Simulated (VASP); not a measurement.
Set up this calculation in VASP 6.6.1, as the native input.

- Task: band structure
- Functional: PBE
- Potentials or basis: VASP PAW PBE potentials, release 64 (B, N)
- Cutoff: 520 eV
- k mesh: 12 × 12 × 4
- Occupations: gaussian, width 0.02 eV
- Spin: no spin polarisation
- Further INCAR settings: ALGO = Normal; EDIFF = 1e-07

The system is BN.

```
CELL_PARAMETERS angstrom
2.50642 0.00000 0.00000
-1.25321 2.17063 0.00000
0.00000 0.00000 6.61563
ATOMIC_POSITIONS crystal
B 0.33333 0.66667 0.25000
B 0.66667 0.33333 0.75000
N 0.33333 0.66667 0.75000
N 0.66667 0.33333 0.25000
```

One way to write it, as run:

POSCAR

```
BN
1.0
    2.5064230000      0.0000000000      0.0000000000
   -1.2532120000      2.1706260000      0.0000000000
    0.0000000000      0.0000000000      6.6156260000
B N
2 2
Direct
    0.3333333000      0.6666667000      0.2500000000
    0.6666667000      0.3333333000      0.7500000000
    0.3333333000      0.6666667000      0.7500000000
    0.6666667000      0.3333333000      0.2500000000
```

INCAR.step1

```
SYSTEM = BN
PREC = Accurate
ENCUT = 520
EDIFF = 1E-7
ISMEAR = 0
SIGMA = 0.02
LREAL = .FALSE.
LASPH = .TRUE.
NELM = 80
ALGO = Normal
ISIF = 2
LWAVE = .FALSE.
LCHARG = .TRUE.
GGA = PE
```

KPOINTS.step1

```
Automatic mesh
0
G
  12 12 4
  0 0 0
```

INCAR.step2

```
SYSTEM = BN
PREC = Accurate
ENCUT = 520
EDIFF = 1E-7
ISMEAR = 0
SIGMA = 0.05
LREAL = .FALSE.
LASPH = .TRUE.
NELM = 80
ALGO = Normal
ISIF = 2
LWAVE = .FALSE.
LCHARG = .FALSE.
GGA = PE
ICHARG = 11
```

KPOINTS.step2

```
path GMKGALHA,LM,KH
10
line-mode
reciprocal
 0.0000000000  0.0000000000  0.0000000000  G
 0.5000000000  0.0000000000  0.0000000000  M

 0.5000000000  0.0000000000  0.0000000000  M
 0.3333333333  0.3333333333  0.0000000000  K

 0.3333333333  0.3333333333  0.0000000000  K
 0.0000000000  0.0000000000  0.0000000000  G

 0.0000000000  0.0000000000  0.0000000000  G
 0.0000000000  0.0000000000  0.5000000000  A

 0.0000000000  0.0000000000  0.5000000000  A
 0.5000000000  0.0000000000  0.5000000000  L

 0.5000000000  0.0000000000  0.5000000000  L
 0.3333333333  0.3333333333  0.5000000000  H

 0.3333333333  0.3333333333  0.5000000000  H
 0.0000000000  0.0000000000  0.5000000000  A

 0.5000000000  0.0000000000  0.5000000000  L
 0.5000000000  0.0000000000  0.0000000000  M

 0.3333333333  0.3333333333  0.0000000000  K
 0.3333333333  0.3333333333  0.5000000000  H
```

Potentials or basis: VASP PAW PBE potentials, release 64 (B, N).

Launch:

```bash
$ cat potpaw_PBE.64/B/POTCAR potpaw_PBE.64/N/POTCAR > POTCAR
$ cp INCAR.step1 INCAR
$ cp KPOINTS.step1 KPOINTS
$ mpirun -np 1 vasp_std > vasp.out
$ cp INCAR.step2 INCAR
$ cp KPOINTS.step2 KPOINTS
$ mpirun -np 1 vasp_std > vasp.out
```

It gave:

- Band gap on the k mesh: 4.27 eV, indirect (least direct gap 4.63 eV)
- Band gap along the path: 4.23 eV, indirect (least direct gap 4.63 eV)

Caveat: the log is that of the step along the path at fixed density, whose energy, stress, charges and moments have no meaning.

Wall time 20 s on 1 thread of Intel(R) Xeon(R) 6975P-C (Granite Rapids), on a shared host, peak memory 0.16 GiB.
